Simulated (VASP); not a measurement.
Here is the system:

```xyz
2
Lattice="0.0000 2.7115 2.7115 2.7115 0.0000 2.7115 2.7115 2.7115 0.0000" Properties=species:S:1:pos:R:3 pbc="T T T"
Mg     0.0000     0.0000     0.0000
Se     2.7115     2.7115     2.7115
```

All values below come from HSEsol screened hybrid, VASP's PBE PAW potentials (set 64) (plane waves; VASP). Settings: 520 eV cut-off, 6×6×6 Γ-centred mesh, Gaussian smearing of 0.050 eV, potentials Mg Se.

Question: Give the energy at these volumes per atom, relative to the lowest: 18.97, 19.59, 20.22, 20.84, 21.47 Å³.

Answer: 10.4, 0.5, 0.0, 7.6, 21.9 meV/atom. A third-order Birch-Murnaghan fit gives B0 = 70.3 GPa and B0′ = 4.3.

Measured: a 5.460 Å (computed value off by -0.7 %), as given by M J Lucero et al., Journal of Physics Condensed Matter (2012), arXiv:1111.4515. The calculation is for a static lattice, while the measured a holds thermal and zero-point effects, which are part of the difference.

The compound is MgSe in the rock salt structure. It was relaxed first. The cell's shape comes from a PBE relaxation.
